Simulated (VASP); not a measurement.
An input for Quantum ESPRESSO's pw.x (written as the equivalent of a VASP run, and not itself run):

```
&CONTROL
  calculation = 'vc-relax'
  pseudo_dir = './pseudo'
  outdir = './out'
  tprnfor = .true.
  tstress = .true.
  nstep = 60
  forc_conv_thr = 0.00078
/
&SYSTEM
  ibrav = 0
  nat = 4
  ntyp = 2
  ecutwfc = 98
  occupations = 'smearing'
  smearing = 'methfessel-paxton'
  degauss = 0.00735
  input_dft = 'vdw-df-ob86'
  nspin = 2
  starting_magnetization(1) = 0.3
  starting_magnetization(2) = 0.07
/
&ELECTRONS
  conv_thr = 7.3e-08
  electron_maxstep = 100
/
&IONS
/
&CELL
/
ATOMIC_SPECIES
  Fe 55.845 Fe.upf
  Ni 58.693 Ni.upf
CELL_PARAMETERS angstrom
     3.4905370   -0.0000000    0.0000000
     0.0000000    3.4905370    0.0000000
     0.0000000   -0.0000000    3.4905370
ATOMIC_POSITIONS crystal
  Fe   0.0000000  0.0000000  0.0000000
  Ni   0.0000000  0.5000000  0.5000000
  Ni   0.5000000  0.0000000  0.5000000
  Ni   0.5000000  0.5000000  0.0000000
K_POINTS automatic
  8 8 8 0 0 0
```

### Question
Translate this input to VASP (INCAR, KPOINTS, POSCAR, choice of POTCAR).

### Answer
This is not unique; one that fits is 
File KPOINTS:
```
Automatic mesh
0
Gamma
8 8 8
0 0 0
```

### POSCAR
```
Ni3Fe
1.0
  3.4905369507   0.0000000000   0.0000000000
  0.0000000000   3.4905369507   0.0000000000
  0.0000000000   0.0000000000   3.4905369507
Fe Ni
1 3
Cart
  0.0000000000   0.0000000000   0.0000000000
  0.0000000000   1.7452684754   1.7452684754
  1.7452684754   0.0000000000   1.7452684754
  1.7452684754   1.7452684754   0.0000000000
```

### INCAR
```
PREC  =  Accurate
LREAL  =  .FALSE.   ! projection in real space or not
LASPH  =  .TRUE.   ! aspherical one-centre terms
PARAM1  =  0.1234
LWAVE  =  .FALSE.
SIGMA  =  0.1
SYSTEM  =  Ni3Fe
GGA  =  MK
LUSE_VDW  =  .TRUE.
LORBIT  =  10
MAGMOM  =  3.0 0.7 0.7 0.7
IBRION  =  2   ! conjugate gradients
LCHARG  =  .FALSE.
ISPIN  =  2   ! spin-polarised
EDIFFG  =  -0.02
NSW  =  60
ISMEAR  =  1   ! Methfessel-Paxton
EDIFF  =  1E-6
ENCUT  =  520   ! plane-wave cut-off (eV)
NELM  =  100
LMAXMIX  =  4
AGGAC  =  0.0
ALGO  =  Normal   ! blocked Davidson
ISIF  =  3
PARAM2  =  1.0
```

POTCAR, in this order: Fe Ni (PBE.64 set). Program: vasp_std.

The two are equivalent in intent, not identical: the potentials are each code's own (VASP's PAW set, PseudoDojo norm-conserving files in pw.x), so ENCUT and ecutwfc are chosen apart and not converted; conv_thr bounds pw.x's estimated SCF error, while EDIFF bounds the energy change between steps; starting_magnetization is a fraction of the valence charge and MAGMOM a moment in μB, so they match only roughly; forc_conv_thr acts on force components and is met together with etot_conv_thr.

The compound is Ni3Fe in the L1_2 structure. This run relaxes it. Symmetry was kept, so distortions that lower it aren't found. The start is the result of an earlier pass.
